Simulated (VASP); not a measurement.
Here is the system:

```
CELL_PARAMETERS angstrom
     -1.57174     1.57174     1.57174
      1.57174    -1.57174     1.57174
      1.57174     1.57174    -1.57174
ATOMIC_POSITIONS crystal
  Mo 0.00000 0.00000 0.00000
```

Computed with revPBE GGA, VASP's PBE PAW potentials (set 64) (plane waves; VASP). Settings: 520 eV cut-off, 16×16×16 Γ-centred mesh, first-order Methfessel-Paxton smearing of 0.10 eV, potentials Mo_sv.

Give the stress tensor in GPa (positive for a compressed cell).

```
7.30  0.00  0.00
0.00  7.30  0.00
0.00  0.00  7.30
```
The pressure is its mean diagonal, 7.30 GPa.

The compound is Mo in the bcc structure. This cell is one point of a volume scan, at 0.97 of the reference volume.
